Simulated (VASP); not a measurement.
Level of theory: r2SCAN meta-GGA, VASP's PBE PAW potentials (set 64) (plane waves; VASP).

Gaps are without spin-orbit coupling.

Order these relaxed crystals by band gap, smallest first: BaZrO3, Pm-3m (221); SiO2, R-3 (148); ZnSe, F-43m (216); SiO2, P6_222 (180).

ZnSe, F-43m (216) (1.89 eV), BaZrO3, Pm-3m (221) (3.66 eV), SiO2, P6_222 (180) (6.29 eV), SiO2, R-3 (148) (6.44 eV)
